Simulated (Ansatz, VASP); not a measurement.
Two plane-wave programs on SiPb3S

File INCAR:

```
ALGO = Fast
EDIFF = 1E-6
ENCUT = 520
ISIF = 2
ISMEAR = 0
LASPH = True
LCHARG = False
LREAL = False
LWAVE = False
NBANDS = 34
NELM = 100
PREC = Accurate
SIGMA = 0.05
```

KPOINTS

```
k-points
0
Gamma
  4 4 4
```

The input POSCAR:

```
SiPb3S
1.0
    5.9333880787      0.0000000000      0.0000000000
    0.0000000000      5.9333880787      0.0000000000
    0.0000000000      0.0000000000      5.9333880787
Si S Pb
1 1 3
Direct
    0.0000000000      0.0000000000      0.0000000000
    0.5000000000      0.5000000000      0.5000000000
    0.5000000000      0.5000000000      0.0000000000
    0.5000000000      0.0000000000      0.5000000000
    0.0000000000      0.5000000000      0.5000000000
```

Input for Ansatz:

```yaml
crystal:
  lattice:
    - [5.9333880787, 0.0, 0.0]
    - [0.0, 5.9333880787, 0.0]
    - [0.0, 0.0, 5.9333880787]
  atoms:
    - { symbol: Si, position: [0.0, 0.0, 0.0] }
    - { symbol: S, position: [0.5, 0.5, 0.5] }
    - { symbol: Pb, position: [0.5, 0.5, 0.0] }
    - { symbol: Pb, position: [0.5, 0.0, 0.5] }
    - { symbol: Pb, position: [0.0, 0.5, 0.5] }
basis:
  ecutwfc: 420
kpoints:
  mp_grid: { grid: [4, 4, 4] }
hamiltonian:
  xc: lda
scf:
  occupations: { method: gaussian, width: 0.05 }
output:
  forces: true
  stress: true
  eigenvalues: true
```

The cell comes from a database or a generator and needn't be the stable form of this composition.

Alike in both runs: task single point; functional LDA; k mesh 4 × 4 × 4; occupations gaussian, width 0.05 eV; no spin polarisation.

|  | VASP | Ansatz |
| --- | --- | --- |
| version | VASP 6.6.1 | Ansatz 0.2.0 |
| potentials or method | VASP PAW LDA potentials, release 64 (Si, S, Pb_d) | scalar-relativistic, plane waves, PAW |
| plane-wave cutoff (eV) | 520 | 420 |
| valence electrons in the cell | 52 | 52 |

```tsv
	VASP	Ansatz	Ansatz less VASP
gap on the k mesh at the Fermi level (eV)	none	none	-
pressure (GPa)	-7.0	-7.0	+0.01
```

A gap of «none» marks a metal or a gap that the smearing closes.

Spin-orbit coupling is left out, which matters for the levels of Pb.
